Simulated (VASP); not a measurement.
Method: PBEsol GGA, VASP's PBE PAW potentials (set 64) (plane waves; VASP).

Input for VASP

### INCAR
```
ALGO=Normal
EDIFF=1E-7
ENCUT=520
GGA=PS
ISIF=2
ISMEAR=0
LASPH=.TRUE.
LCHARG=.FALSE.
LREAL=.FALSE.
LWAVE=.FALSE.
NELM=100
PREC=Accurate
SIGMA=0.05
SYSTEM=MgS
```

POSCAR:
```
MgS
1
    0.0000000000     2.5888725909     2.5888725909
    2.5888725909     0.0000000000     2.5888725909
    2.5888725909     2.5888725909     0.0000000000
Mg S
1 1
Direct
  0.0000000000   0.0000000000   0.0000000000
  0.5000000000   0.5000000000   0.5000000000
```

**KPOINTS**
```
Automatic mesh
0
Gamma
9 9 9
0 0 0
```

POTCAR, in this order: Mg S (PBE.64 set). Program: vasp_std.

Question: Estimate the energy per atom (σ→0).

Answer: 
| Property | Result |
|---|---|
| energy per atom (σ→0) | -4.538 eV/atom |

OSZICAR:
```
...
DAV:   7    -0.907793003830E+01    0.41384E-01   -0.20080E-01   728   0.233E+00    0.197E+00
DAV:   8    -0.907536772114E+01    0.25623E-02   -0.88248E-03   648   0.756E-01    0.690E-01
DAV:   9    -0.907524877449E+01    0.11895E-03   -0.37554E-04   720   0.153E-01    0.239E-01
DAV:  10    -0.907525208159E+01   -0.33071E-05   -0.46812E-05   744   0.425E-02    0.519E-02
DAV:  11    -0.907525367192E+01   -0.15903E-05   -0.82493E-07   792   0.798E-03    0.138E-02
DAV:  12    -0.907525351143E+01    0.16049E-06   -0.51835E-08   440   0.141E-03    0.449E-03
DAV:  13    -0.907525344317E+01    0.68259E-07   -0.25902E-08   320   0.927E-04
   1 F= -.90752534E+01 E0= -.90752534E+01  d E =-.230839E-16
```

The compound is MgS in the rock salt structure. It was relaxed first.
